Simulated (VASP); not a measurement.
# WS2 (Tungstenite): a GW gap and what it depends on, part 2 of 2

Aim: test the GW correction to the gap of WS2 (Tungstenite). The starting structure is a measured crystal structure from the Crystallography Open Database. The atoms were first relaxed with LDA in that cell, in a run that isn't shown, and the relaxed structure is the one below.

VASP 6.6.1.

Results so far: G0W0 (response cutoff 100 eV, 6×6×1 mesh) 1.51 eV; G0W0 (response cutoff 160 eV, 6×6×1 mesh) 1.56 eV.

**4. GW0 with iterated eigenvalues (response cutoff 160 eV, 6×6×1 mesh)**

Level of this step: evGW0 on LDA; plane waves and PAW (W_sv_GW, S_GW) (VASP).

It reads the orbitals and their derivatives (WAVECAR and WAVEDER) of a run with the empty bands, which follows a ground-state run; neither is shown.

INCAR reads:

```
SYSTEM = WS2
PREC = Accurate
ENCUT = 340
ISMEAR = 0
SIGMA = 0.01
LREAL = .FALSE.
GGA = CA
NBANDS = 496
LASPH = .TRUE.
ALGO = EVGW0
NELMGW = 4
ENCUTGW = 160
NOMEGA = 40
PRECFOCK = Fast
NBANDSGW = 48
LWAVE = .FALSE.
LCHARG = .FALSE.
```

POSCAR reads:

```
WS2
1.0
    3.1532000000      0.0000000000      0.0000000000
   -1.5766000000      2.7307513032      0.0000000000
    0.0000000000      0.0000000000     12.3230000000
W S
2 4
Direct
    0.6666666667      0.3333333333      0.7500000000
    0.3333333333      0.6666666667      0.2500000000
    0.6666666667      0.3333333333      0.3760628225
    0.3333333333      0.6666666667      0.8760628225
    0.6666666667      0.3333333333      0.1239371775
    0.3333333333      0.6666666667      0.6239371775
```

KPOINTS reads:

```
Automatic mesh
0
Gamma
6 6 1
0 0 0
```

The projector-augmented-wave data sets are W_sv_GW and S_GW (LDA family, release 64).

On the command line:

```console
> mpirun -np 16 vasp_std
```

Output:

```text
[banner, memory and clock lines left out]
running   16 mpi-ranks, on    1 nodes
[...]
[... a notice as in an earlier step ...]

 [... a notice as in an earlier step ...]

 LDA part: xc-table for (Slater(with rela. corr.)+CA(PZ))
 , standard interpolation
 found WAVECAR, reading the header
 POSCAR, INCAR and KPOINTS ok, starting setup
[...]
reading WAVECAR
 the WAVECAR file was read successfully
 initial charge from wavefunction
 available memory per node:     41.14 GB, setting MAXMEM to     42132

 The Fermi energy was updated, please check that it is located mid-gap
 values below the HOMO (VB) or above the LUMO (CB) will cause erroneous energies
 E-fermi :   8.1619

 calculate exact exchange contribution
 the WAVEDER file was read successfully
 [... a notice as in an earlier step ...]

energies w=
    0.000    0.000    1.341    0.000    2.675    0.000    3.992    0.000
    5.289    0.000    6.560    0.000    7.804    0.000    9.020    0.000
[...]
total number of BLAS operations       6724.65 Gflops
NQ=   3    0.3333   -0.0000    0.0000,
|.........|.........|.........|.........|.........|.........|.........|.........
 performed       5829000 updates of chi_q(r,r)
 total number of BLAS operations      11122.35 Gflops
NQ=   4    0.5000   -0.0000    0.0000,
|.........|.........|.........|.........|.........|.........|.........|.........
 performed       7518000 updates of chi_q(r,r)
 total number of BLAS operations      14367.18 Gflops
NQ=   5    0.1667    0.1667    0.0000,
|.........|.........|.........|.........|.........|.........|.........|.........
 performed       9826000 updates of chi_q(r,r)
 total number of BLAS operations      18639.63 Gflops
NQ=   6    0.3333    0.1667    0.0000,
|.........|.........|.........|.........|.........|.........|.........|.........
 performed      12420000 updates of chi_q(r,r)
 total number of BLAS operations      23622.21 Gflops
NQ=   7    0.3333    0.3333    0.0000,
|.........|.........|.........|.........|.........|.........|.........|.........
 performed      13871000 updates of chi_q(r,r)
 total number of BLAS operations      26330.66 Gflops
 resolving degeneracies of screened two electron integrals

 calculate QP shifts <psi_nk| G(iteration)W_0 |psi_nk>: iteration 4
 entering main loop
```

Run time: 16 min. Hardware: 16 MPI ranks of Intel Xeon Platinum 8375C at 2.90GHz (Ice Lake), shared host; peak memory 6.3 GiB.

From OUTCAR (step 4):

```text
 QP shifts <psi_nk| G(iteration)W_0 |psi_nk>: iteration 2
 k-point   1 :       0.0000    0.0000    0.0000
  band No. old QP-enery  QP-energies   sigma(KS)   T+V_ion+V_H  V^pw_x(r,r')   Z            occupation Imag(sigma)
    ...
     23       5.0753       5.0286     -15.8709      20.8865     -17.2449       0.7831       2.0000       0.3247
     24       5.6342       5.5590     -14.5593      20.0970     -16.3573       0.7796       2.0000       0.3655
     25       6.2666       6.2572     -14.4985      20.7532     -15.3277       0.7882       2.0000       0.2685
     26       7.5848       7.5837     -15.5758      23.1592     -15.8912       0.7836       2.0000       0.1830
     27      10.5884      10.6600     -14.4232      25.1027     -10.3007       0.7865       0.0000      -0.3796
     28      10.5884      10.6600     -14.4232      25.1027     -10.3007       0.7865       0.0000      -0.3796
     29      10.5884      10.6754     -14.3232      25.0222     -10.2007       0.7865       0.0000      -0.3796
     30      10.5884      10.6754     -14.3232      25.0222     -10.2007       0.7865       0.0000      -0.3796
    ...

 QP shifts <psi_nk| G(iteration)W_0 |psi_nk>: iteration 3
 k-point   1 :       0.0000    0.0000    0.0000
  band No. old QP-enery  QP-energies   sigma(KS)   T+V_ion+V_H  V^pw_x(r,r')   Z            occupation Imag(sigma)
    ...
     23       5.0286       5.0202     -15.8686      20.8865     -17.2449       0.7835       2.0000       0.3247
     24       5.5590       5.5476     -14.5526      20.0970     -16.3573       0.7801       2.0000       0.3667
     25       6.2572       6.2559     -14.4976      20.7532     -15.3277       0.7885       2.0000       0.2688
     26       7.5837       7.5832     -15.5762      23.1592     -15.8912       0.7842       2.0000       0.1833
     27      10.6600      10.6766     -14.4217      25.1027     -10.3007       0.7875       0.0000      -0.3788
     28      10.6600      10.6766     -14.4217      25.1027     -10.3007       0.7875       0.0000      -0.3788
     29      10.6754      10.6778     -14.3439      25.0222     -10.2007       0.7871       0.0000      -0.3813
     30      10.6754      10.6778     -14.3439      25.0222     -10.2007       0.7871       0.0000      -0.3813
    ...

 QP shifts <psi_nk| G(iteration)W_0 |psi_nk>: iteration 4
 k-point   1 :       0.0000    0.0000    0.0000
  band No. old QP-enery  QP-energies   sigma(KS)   T+V_ion+V_H  V^pw_x(r,r')   Z            occupation Imag(sigma)
    ...
     23       5.0202       5.0185     -15.8685      20.8865     -17.2449       0.7835       2.0000       0.3247
     24       5.5476       5.5456     -14.5519      20.0970     -16.3573       0.7803       2.0000       0.3668
     25       6.2559       6.2554     -14.4979      20.7532     -15.3277       0.7886       2.0000       0.2687
     26       7.5832       7.5827     -15.5767      23.1592     -15.8912       0.7842       2.0000       0.1833
     27      10.6772      10.6704     -14.4341      25.1027     -10.3007       0.7874       0.0000      -0.3801
     28      10.6772      10.6704     -14.4341      25.1027     -10.3007       0.7874       0.0000      -0.3801
     29      10.6772      10.6858     -14.3341      25.0222     -10.2007       0.7874       0.0000      -0.3801
     30      10.6772      10.6858     -14.3341      25.0222     -10.2007       0.7874       0.0000      -0.3801
    ...

[... 3 parts as in an earlier step ...]

[... 1 further part left out ...]
[key lines of the parts left out:]
E-fermi :   8.1619
```

GW0 with iterated eigenvalues (response cutoff 160 eV, 6×6×1 mesh): the quasiparticle gap on this mesh is 1.631 eV, +0.721 eV from the LDA gap on the same points, with 496 bands.

**5. G0W0 (response cutoff 100 eV, 6×6×2 mesh)**

It reads the orbitals and their derivatives (WAVECAR and WAVEDER) of a run with the empty bands, which follows a ground-state run; neither is shown.

INCAR, as its differences from that of step 4:

```diff
@@ -7,7 +7,7 @@
 GGA = CA
-NBANDS = 496
+NBANDS = 256
 LASPH = .TRUE.
 ALGO = EVGW0
-NELMGW = 4
-ENCUTGW = 160
+NELMGW = 1
+ENCUTGW = 100
 NOMEGA = 40
```

POSCAR is that of step 4.

KPOINTS reads:

```
Automatic mesh
0
Gamma
6 6 2
0 0 0
```

On the command line:

```console
> mpirun -np 16 vasp_std
```

Output:

```text
[banner, memory and clock lines left out]
running   16 mpi-ranks, on    1 nodes
[...]
[... a notice as in an earlier step ...]

 [... a notice as in an earlier step ...]

 LDA part: xc-table for (Slater(with rela. corr.)+CA(PZ))
 , standard interpolation
 found WAVECAR, reading the header
 POSCAR, INCAR and KPOINTS ok, starting setup
[...]
reading WAVECAR
 the WAVECAR file was read successfully
 initial charge from wavefunction
 available memory per node:     38.99 GB, setting MAXMEM to     39926

 The Fermi energy was updated, please check that it is located mid-gap
 values below the HOMO (VB) or above the LUMO (CB) will cause erroneous energies
 E-fermi :   8.1600

 calculate exact exchange contribution
 the WAVEDER file was read successfully
 [... a notice as in an earlier step ...]

energies w=
    0.000    0.000    1.311    0.000    2.615    0.000    3.904    0.000
    5.173    0.000    6.418    0.000    7.637    0.000    8.829    0.000
[...]
total number of BLAS operations       8391.94 Gflops
NQ=  10    0.3333   -0.0000    0.5000,
|.........|.........|.........|.........|.........|.........|.........|.........
 performed      19861000 updates of chi_q(r,r)
 total number of BLAS operations       9486.24 Gflops
NQ=  11    0.5000   -0.0000    0.5000,
|.........|.........|.........|.........|.........|.........|.........|.........
 performed      21557000 updates of chi_q(r,r)
 total number of BLAS operations      10216.82 Gflops
NQ=  12    0.1667    0.1667    0.5000,
|.........|.........|.........|.........|.........|.........|.........|.........
 performed      23892000 updates of chi_q(r,r)
 total number of BLAS operations      11257.53 Gflops
NQ=  13    0.3333    0.1667    0.5000,
|.........|.........|.........|.........|.........|.........|.........|.........
 performed      26522000 updates of chi_q(r,r)
 total number of BLAS operations      12469.70 Gflops
NQ=  14    0.3333    0.3333    0.5000,
|.........|.........|.........|.........|.........|.........|.........|.........
 performed      27972000 updates of chi_q(r,r)
 total number of BLAS operations      13172.15 Gflops
 resolving degeneracies of screened two electron integrals

 calculate QP shifts <psi_nk| G(iteration)W_0 |psi_nk>: iteration 1
 entering main loop
```

Wall time 6.9 min (16 MPI ranks); peak memory 4.4 GiB; 1.8 h of CPU time.

From OUTCAR (step 5):

```text
 QP shifts <psi_nk| G(iteration)W_0 |psi_nk>: iteration 1
 for sc-GW calculations column KS-energies equals QP-energies in previous step
 and V_xc(KS)=  KS-energies - (<T + V_ion + V_H > + <T+V_H+V_ion>^1  + <V_x>^1)
 k-point   1 :       0.0000    0.0000    0.0000
  band No.  KS-energies  QP-energies   sigma(KS)   V_xc(KS)     V^pw_x(r,r')   Z            occupation Imag(sigma)
    ...
     23       5.3775       5.3280     -15.5681     -15.5047     -17.2211       0.7806       2.0000       0.3188
     24       6.1987       5.8884     -14.2902     -13.8923     -16.2654       0.7799       2.0000       0.3374
     25       6.4320       6.4587     -14.2885     -14.3225     -15.3108       0.7851       2.0000       0.2577
     26       7.7046       7.8218     -15.3026     -15.4527     -15.9021       0.7805       2.0000       0.1703
     27       9.9459      10.8379     -14.0186     -15.1538     -10.2895       0.7857       0.0000      -0.3703
     28       9.9459      10.8379     -14.0186     -15.1538     -10.2895       0.7857       0.0000      -0.3703
     29       9.9531      10.8372     -13.9412     -15.0661     -10.1967       0.7859       0.0000      -0.3715
     30       9.9531      10.8372     -13.9412     -15.0661     -10.1967       0.7859       0.0000      -0.3715
    ...

[... 1 part as in an earlier step ...]

[... 2 further parts left out ...]
[key lines of the parts left out:]
E-fermi :   8.1600
```

G0W0 (response cutoff 100 eV, 6×6×2 mesh): the quasiparticle gap on this mesh is 1.520 eV, +0.609 eV from the LDA gap on the same points, with 256 bands.

**6. G0W0 (response cutoff 100 eV, 6×6×1 mesh, 6 empty bands)**

It reads the orbitals and their derivatives (WAVECAR and WAVEDER) of a run with the empty bands, which follows a ground-state run; neither is shown.

INCAR, as its differences from that of step 5:

```diff
@@ -7,3 +7,3 @@
 GGA = CA
-NBANDS = 256
+NBANDS = 32
 LASPH = .TRUE.
@@ -14,3 +14,3 @@
 PRECFOCK = Fast
-NBANDSGW = 48
+NBANDSGW = 32
 LWAVE = .FALSE.
```

POSCAR is that of step 5.

KPOINTS reads:

```
Automatic mesh
0
Gamma
6 6 1
0 0 0
```

On the command line:

```console
> mpirun -np 16 vasp_std
```

Output:

```text
[banner, memory and clock lines left out]
running   16 mpi-ranks, on    1 nodes
[...]
[... a notice as in an earlier step ...]

 [... a notice as in an earlier step ...]

 LDA part: xc-table for (Slater(with rela. corr.)+CA(PZ))
 , standard interpolation
 found WAVECAR, reading the header
 POSCAR, INCAR and KPOINTS ok, starting setup
[...]
reading WAVECAR
 the WAVECAR file was read successfully
 initial charge from wavefunction
 available memory per node:     40.70 GB, setting MAXMEM to     41676

 The Fermi energy was updated, please check that it is located mid-gap
 values below the HOMO (VB) or above the LUMO (CB) will cause erroneous energies
 E-fermi :   8.1619

 calculate exact exchange contribution
 the WAVEDER file was read successfully
 [... a notice as in an earlier step ...]

energies w=
    0.000    0.000    1.341    0.000    2.675    0.000    3.993    0.000
    5.289    0.000    6.561    0.000    7.804    0.000    9.020    0.000
[...]
total number of BLAS operations         52.30 Gflops
NQ=   3    0.3333   -0.0000    0.0000,
|.........|.........|.........|.........|.........|.........|.........|.........
 performed        169000 updates of chi_q(r,r)
 total number of BLAS operations         86.35 Gflops
NQ=   4    0.5000   -0.0000    0.0000,
|.........|.........|.........|.........|.........|.........|.........|.........
 performed        215000 updates of chi_q(r,r)
 total number of BLAS operations        107.21 Gflops
NQ=   5    0.1667    0.1667    0.0000,
|.........|.........|.........|.........|.........|.........|.........|.........
 performed        287000 updates of chi_q(r,r)
 total number of BLAS operations        140.98 Gflops
NQ=   6    0.3333    0.1667    0.0000,
|.........|.........|.........|.........|.........|.........|.........|.........
 performed        371000 updates of chi_q(r,r)
 total number of BLAS operations        178.20 Gflops
NQ=   7    0.3333    0.3333    0.0000,
|.........|.........|.........|.........|.........|.........|.........|.........
 performed        406000 updates of chi_q(r,r)
 total number of BLAS operations        194.70 Gflops
 resolving degeneracies of screened two electron integrals

 calculate QP shifts <psi_nk| G(iteration)W_0 |psi_nk>: iteration 1
 entering main loop
```

Run time: 31 s. Hardware: 16 MPI ranks; peak memory 3.1 GiB.

OUTCAR, selected parts (step 6):

```text
 QP shifts <psi_nk| G(iteration)W_0 |psi_nk>: iteration 1
 for sc-GW calculations column KS-energies equals QP-energies in previous step
 and V_xc(KS)=  KS-energies - (<T + V_ion + V_H > + <T+V_H+V_ion>^1  + <V_x>^1)
 k-point   1 :       0.0000    0.0000    0.0000
  band No.  KS-energies  QP-energies   sigma(KS)   V_xc(KS)     V^pw_x(r,r')   Z            occupation Imag(sigma)
    ...
     23       5.3808       6.3153     -14.3244     -15.5058     -17.2449       0.7911       2.0000       0.5356
     24       6.2037       6.6042     -13.3914     -13.8933     -16.3573       0.7979       2.0000       0.5422
     25       6.4332       7.4103     -13.0663     -14.3200     -15.3277       0.7794       2.0000       0.4403
     26       7.7070       8.8456     -13.9901     -15.4523     -15.8912       0.7787       2.0000       0.3117
     27       9.9493      13.0789     -11.3858     -15.1534     -10.3007       0.8307       0.0000      -0.2686
     28       9.9493      13.0789     -11.3858     -15.1534     -10.3007       0.8307       0.0000      -0.2686
     29       9.9565      13.0864     -11.3016     -15.0657     -10.2007       0.8315       0.0000      -0.2725
     30       9.9565      13.0864     -11.3016     -15.0657     -10.2007       0.8315       0.0000      -0.2725
    ...

[... 1 part as in an earlier step ...]

[... 2 further parts left out ...]
[key lines of the parts left out:]
E-fermi :   8.1619
```

G0W0 (response cutoff 100 eV, 6×6×1 mesh, 6 empty bands): the quasiparticle gap on this mesh is 1.948 eV, +1.038 eV from the LDA gap on the same points, with 32 bands.

**7. The runs compared**

```csv
run,LDA gap on the mesh (eV),GW gap (eV),correction (eV),bands
"G0W0 (response cutoff 100 eV, 6×6×1 mesh)",0.91,1.51,0.6,256
"G0W0 (response cutoff 160 eV, 6×6×1 mesh)",0.91,1.556,0.647,496
"GW0 with iterated eigenvalues (response cutoff 160 eV, 6×6×1 mesh)",0.91,1.631,0.721,496
"G0W0 (response cutoff 100 eV, 6×6×2 mesh)",0.911,1.52,0.609,256
"G0W0 (response cutoff 100 eV, 6×6×1 mesh, 6 empty bands)",0.91,1.948,1.038,32
```

**8. Outcome**

```
gap, G0W0 (response cutoff 100 eV, 6×6×1 mesh)                          : 1.510 eV
gap, G0W0 (response cutoff 160 eV, 6×6×1 mesh)                          : 1.556 eV
gap, GW0 with iterated eigenvalues (response cutoff 160 eV, 6×6×1 mesh) : 1.631 eV
gap, G0W0 (response cutoff 100 eV, 6×6×2 mesh)                          : 1.520 eV
gap, G0W0 (response cutoff 100 eV, 6×6×1 mesh, 6 empty bands)           : 1.948 eV
```

In words: The correction to the LDA gap of WS2 (Tungstenite) is +0.600 eV at a response cutoff of 100 eV, +0.647 eV at a response cutoff of 160 eV. The number of bands rises with the cutoff. On a 6×6×2 mesh in place of 6×6×1 the correction is +0.609 eV against +0.600 eV. Iterating the eigenvalues in G raises the gap by +0.075 eV. With 6 empty bands alone, a slip made on purpose, the correction is +1.038 eV against +0.600 eV. Errors of the two band edges can cancel in a gap, so a value close to the better runs would prove nothing. VASP warns in its log that the frequency grid doesn't suit these quasiparticle energies and asks for more k-points, so these gaps are no firm results. Spin-orbit coupling is left out, which with elements this heavy can change the gap by tenths of an eV or more. From a response cutoff of 100 to 160 eV the correction still moves by +0.046 eV, so cutoff and bands aren't shown to be converged. The LDA gap along the bands, from another run on this structure, is 0.950 eV. On the 6×6×1 mesh it is 0.910 eV, lower, since the two runs differ in mesh, cutoff and data sets. On the 6×6×2 mesh it is 0.911 eV, lower, since the two runs differ in mesh, cutoff and data sets. Further runs on this material are not shown.

[Lines on the potential files, build, host, timing and source positions are cut from VASP's logs without a mark.]

[Logs are printed without paths, hosts, clocks, repeated set-up lines and the standing remarks that a program may print on its own settings, such as how far it seeks lower states.]

[Hosts, paths, dates, database ids (printed as entryN), source tags and the programs' standing remarks are cut or masked in the printed files.]
